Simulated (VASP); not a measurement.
Method: PBE GGA, VASP's PBE PAW potentials (set 64) (plane waves; VASP).

VASP input:

INCAR:
```
! general
SYSTEM     = AlZn35O35
PREC       = Normal
ENCUT      = 400
LREAL      = Auto   ! projection in real space or not
LASPH      = T
ISYM       = 0

! electronic loop
EDIFF      = 1E-6   ! SCF stop (eV)
NELM       = 100
NELMIN     = 4
ALGO       = Fast   ! Davidson, then RMM-DIIS
LMAXMIX    = 4

! smearing
ISMEAR     = 0
SIGMA      = 0.05   ! width (eV)

! functional
GGA        = PE   ! PBE

! spin
ISPIN      = 2   ! spin-polarised
MAGMOM     = 71*0.0141
NUPDOWN    = 1

! output
LWAVE      = F
LCHARG     = F
LORBIT     = 11   ! lm-projected

! other
LHYPERFINE = T
```

KPOINTS:
```
K-points
0
G
1 1 1
```

### POSCAR
```
AlZn35O35
1
    4.9323206973    -8.5430314063     0.0000000000
    4.9323206973     8.5430314063     0.0000000000
    0.0000000000     0.0000000000    10.5847754337
Zn O Al
35 35 1
Direct
  0.2217199511   0.1104866734   0.2496468268
  0.1121539820   0.2238140994   0.0036329418
  0.2209924950   0.1113416064   0.7503164045
  0.1172613618   0.2361390000   0.4940566518
  0.2189916753   0.4425108495   0.2696964005
  0.1119775285   0.5542728861   0.0036964306
  0.2193862578   0.4428121197   0.7507486480
  0.1169825900   0.5473239023   0.4942403197
  0.2214743595   0.7773033948   0.2496082319
  0.1117187569   0.8890384007   0.9993616245
  0.2207740347   0.7758609943   0.7502604599
  0.1117482045   0.8890080527   0.5006525849
  0.5562316455   0.1110937739   0.2493293250
  0.4438564276   0.2218903321   0.0007914584
  0.5556229558   0.1108640601   0.7519606550
  0.4416063407   0.2189016007   0.5020757164
  0.5541541831   0.4438091677   0.2486940843
  0.4415198503   0.5536953762   0.0050526742
  0.5568624709   0.4426495062   0.7519706174
  0.5544480951   0.7766333295   0.2486979469
  0.4436634386   0.8880769608   0.0007214579
  0.5568012550   0.7801922119   0.7520048822
  0.4415664489   0.8889375327   0.5021083717
  0.8880746075   0.1111336386   0.2491349004
  0.7784285731   0.2224087185   0.9989044296
  0.8911809439   0.1122270475   0.7503324157
  0.7768474174   0.2214386896   0.5027756046
  0.8878015942   0.4429009498   0.2492515925
  0.7777283359   0.5550846290   0.0006990866
  0.8909439626   0.4451097456   0.7503286476
  0.7841456024   0.5577446691   0.5017717305
  0.8893895375   0.7777286442   0.2492180410
  0.7777233137   0.8890172928   0.0005326143
  0.8897958682   0.7780835499   0.7521205366
  0.7842340917   0.8926926267   0.5017146646
  0.2209908368   0.1140945316   0.4401547086
  0.1129479712   0.2265507072   0.1946013631
  0.2215956590   0.1121363329   0.9398708904
  0.1129913502   0.2248739920   0.6832851297
  0.1126742394   0.5523968903   0.1947657862
  0.2231014664   0.4446311529   0.9376147572
  0.1127724046   0.5542363908   0.6833946180
  0.2208536752   0.7729324577   0.4401753698
  0.1114489870   0.8889289321   0.1898561559
  0.2212982646   0.7754391045   0.9398962572
  0.1113845896   0.8889371104   0.6895216949
  0.5545847427   0.1104039964   0.4402535957
  0.4447366497   0.2229045575   0.1917662856
  0.5550116786   0.1105752830   0.9409486965
  0.4444361617   0.2227232603   0.6898931494
  0.5457915600   0.4539339296   0.4460123739
  0.4372577435   0.5516938519   0.1967531621
  0.5540133645   0.4456557007   0.9397346533
  0.4431659828   0.5545229724   0.6710095573
  0.5457941252   0.7577011613   0.4460250630
  0.4445086668   0.8877143277   0.1917687225
  0.5538573808   0.7743182925   0.9398064884
  0.4443267722   0.8877405472   0.6899677264
  0.8907943126   0.1130643771   0.4399108309
  0.7775187859   0.2218109544   0.1889975437
  0.8908790004   0.1114343558   0.9398354730
  0.7780442904   0.2221105642   0.6912080181
  0.8906664210   0.4438617431   0.4400260162
  0.7754000189   0.5539458667   0.1919246171
  0.8907803403   0.4457709030   0.9398415885
  0.7770942759   0.5552809768   0.6895815244
  0.8884868093   0.7773075277   0.4393299139
  0.7756689661   0.8876981415   0.1917710558
  0.8885026678   0.7773647134   0.9410486386
  0.7771041290   0.8881958506   0.6895775599
  0.4564395538   0.5612365104   0.5029760367
```

POTCAR, in this order: Zn O Al (PBE.64 set). Program: vasp_gam. Read from the step before: WAVECAR.

Output

File OSZICAR:
```
       N       E                     dE             d eps       ncg     rms          rms(c)
DAV:   1    -0.317205453215E+03   -0.31721E+03   -0.95240E-06  1760   0.360E-02    0.401E-03
RMM:   2    -0.317205453051E+03    0.16337E-06   -0.39229E-06  1379   0.576E-03    0.236E-03
RMM:   3    -0.317205452925E+03    0.12647E-06   -0.69927E-07  1044   0.216E-03    0.983E-04
RMM:   4    -0.317205452887E+03    0.37529E-07   -0.26838E-07  1001   0.110E-03
   1 F= -.31720545E+03 E0= -.31720545E+03  d E =-.111128E-16  mag=     1.0000
```

### OUTCAR
```
------------------------ aborting loop because EDIFF is reached ----------------------------------------
  FORCE on cell =-STRESS in cart. coord.  units (eV):
  Direction    XX          YY          ZZ          XY          YZ          ZX
  --------------------------------------------------------------------------------------
  Total      -23.9575803    -24.1322894    -27.0226653     -0.5686074     -0.2653115      0.4426765
  in kB      -43.0307169    -43.3445157    -48.5359809     -1.0212877     -0.4765316      0.7951006
  external PRESSURE =     -44.9704045 kB  Pullay stress =       0.0000000 kB
  volume of cell :      892.02
      direct lattice vectors                 reciprocal lattice vectors
     4.932320697 -8.543031406  0.000000000     0.101372159 -0.058527234  0.000000000
     4.932320697  8.543031406  0.000000000     0.101372159  0.058527234  0.000000000
     0.000000000  0.000000000 10.584775434     0.000000000  0.000000000  0.094475316
 POSITION                                       TOTAL-FORCE (eV/Angst)
 -----------------------------------------------------------------------------------
      1.63855     -0.95027      2.64246        -0.003426     -0.008261     -0.004343
      1.65710      0.95392      0.03845         0.000945      0.002886     -0.000016
      1.63918     -0.93675      7.94193         0.001955      0.000618      0.002592
      1.74308      1.01558      5.22948        -0.005398     -0.000594     -0.004809
      3.26274      1.90953      2.85468         0.006144      0.007018      0.016751
      3.28616      3.77854      0.03913         0.002841      0.002176      0.004465
      3.26617      1.90873      7.94651         0.012065     -0.003585      0.000313
      3.27657      3.67642      5.23142         0.002386      0.005250     -0.008038
      4.92629      4.74846      2.64205         0.007585      0.000895     -0.002881
      4.93606      6.64067     10.57802        -0.007267     -0.001356     -0.007894
      4.91572      4.74213      7.94134         0.003498     -0.006280      0.010321
      4.93605      6.64016      5.29930        -0.000171     -0.001321     -0.010638
      3.29146     -3.80283      2.63909        -0.007075      0.006030     -0.007745
      3.28368     -1.89626      0.00838        -0.000247     -0.000815      0.000275
      3.28733     -3.79959      7.95933        -0.009990      0.001368     -0.002264
      3.25784     -1.90257      5.31436         0.008310     -0.003694     -0.002036
      4.92228     -0.94268      2.63237         0.004760     -0.006834      0.004631
      4.90872      0.95832      0.05348         0.003308      0.003500      0.010067
      4.92991     -0.97572      7.95944         0.000660     -0.001512      0.012470
      6.56532      1.89814      2.63241        -0.003331      0.003668      0.001015
      6.56857      3.79664      0.00764        -0.007053     -0.002903      0.001042
      6.59448      1.90844      7.95980        -0.003933      0.002196      0.010712
      6.56247      3.82191      5.31470         0.001059     -0.009123     -0.003872
      4.92842     -6.63743      2.63704        -0.008651      0.006560     -0.009453
      4.93645     -4.75010     10.57318        -0.002799     -0.000436     -0.004616
      4.94913     -6.65463      7.94210        -0.003304     -0.003160      0.001479
      4.92387     -4.74487      5.32177        -0.004854      0.005138     -0.012290
      6.56345     -3.80080      2.63827        -0.008015      0.004252     -0.005923
      6.57386     -1.90205      0.00740         0.004100      0.003337      0.002620
      6.58985     -3.80878      7.94206         0.005335      0.004721      0.003430
      6.61863     -1.93415      5.31114        -0.001703     -0.002642     -0.002284
      8.22276     -0.95392      2.63792        -0.002748      0.006864     -0.011241
      8.22090      0.95079      0.00564        -0.006061     -0.002395      0.003020
      8.22652     -0.95436      7.96103        -0.002111     -0.000016      0.002368
      8.27114      0.92656      5.31054         0.000329      0.000014      0.003106
      1.65275     -0.91322      4.65894         0.006892      0.003158      0.000309
      1.67452      0.97051      2.05981         0.008514      0.000918      0.010360
      1.64607     -0.93511      9.94832         0.002882      0.007470      0.003403
      1.66646      0.95582      7.23242         0.002641      0.002251     -0.003718
      3.28034      3.75656      2.06155         0.000202     -0.003252      0.004596
      3.29347      1.89254      9.92444         0.004565     -0.003861      0.003086
      3.28990      3.77144      7.23358         0.003946     -0.001644     -0.004625
      4.90167      4.71643      4.65916         0.002892     -0.006058      0.001823
      4.93418      6.64204      2.00958        -0.013043     -0.000129      0.001917
      4.91623      4.73404      9.94859        -0.003814     -0.008559      0.002590
      4.93391      6.64266      7.29843        -0.005602     -0.003784     -0.004609
      3.27994     -3.79465      4.65999        -0.004589     -0.007337     -0.002040
      3.29302     -1.89512      2.02980         0.002062      0.010192      0.004497
      3.28289     -3.79683      9.95973        -0.011877      0.002290     -0.004208
      3.29064     -1.89410      7.30236         0.002961      0.004650     -0.004782
      4.93097     -0.78474      4.72094         0.010551      0.013863     -0.000990
      4.87783      0.97763      2.08259         0.001082     -0.002979      0.002882
      4.93069     -0.92570      9.94688        -0.001507      0.009939      0.002292
      4.92092      0.95133      7.10249         0.018145     -0.003751      0.001911
      6.42926      1.81033      4.72108         0.015380      0.009322     -0.009152
      6.57095      3.78632      2.02983         0.002160     -0.007439      0.005787
      6.55099      1.88340      9.94764        -0.009459     -0.003016     -0.001682
      6.57018      3.78810      7.30315        -0.004414     -0.003890     -0.008734
      4.95135     -6.64417      4.65636        -0.005533     -0.006063      0.006673
      4.92901     -4.74743      2.00050        -0.003290     -0.001600      0.008769
      4.94373     -6.65882      9.94795         0.000963     -0.006991      0.005250
      4.93308     -4.74936      7.31628         0.000079      0.001645     -0.012322
      6.58232     -3.81707      4.65758         0.001864      0.005971      0.005292
      6.55676     -1.89189      2.03148         0.005336      0.003609      0.002047
      6.59230     -3.80173      9.94801         0.004914      0.000005      0.004545
      6.57170     -1.89496      7.29907         0.003393     -0.003311     -0.004020
      8.21623     -0.94981      4.65021         0.006816     -0.004143     -0.005113
      8.20426      0.95707      2.02985        -0.005580      0.001484      0.006818
      8.21659     -0.94946      9.96079        -0.006982      0.007714     -0.010498
      8.21379      0.94906      7.29902        -0.002440     -0.002996     -0.004395
      5.01950      0.89528      5.32389        -0.007254     -0.015244      0.005705
 -----------------------------------------------------------------------------------
    total drift:                                0.064959     -0.003868      0.050708
  FREE ENERGIE OF THE ION-ELECTRON SYSTEM (eV)
  ---------------------------------------------------
  free  energy   TOTEN  =      -317.2054528874 eV

  energy  without entropy=     -317.2054528874  energy(sigma->0) =     -317.20545289

 total charge

# of ion       s       p       d       tot
------------------------------------------
    1        0.448   0.452   9.890  10.791
    2        0.447   0.443   9.886  10.776
    3        0.447   0.443   9.886  10.776
    4        0.475   0.403   9.832  10.710
    5        0.470   0.412   9.833  10.715
    6        0.447   0.443   9.886  10.776
    7        0.447   0.444   9.887  10.778
    8        0.475   0.403   9.833  10.711
    9        0.448   0.452   9.890  10.790
   10        0.448   0.448   9.888  10.784
   11        0.447   0.442   9.886  10.775
   12        0.448   0.437   9.881  10.766
   13        0.448   0.451   9.890  10.790
...
```
(Selected blocks of OUTCAR.)

At this cut-off the stress carries a Pulay error, which pulls relaxed volumes low.  The supercell is sampled at Γ alone, which is coarse: total energies, pressure and levels can be off, energies of defects by several tenths of an eV.

The cell is a supercell with a defect, built from ZnO (wurtzite): Al_Zn-vac_O.
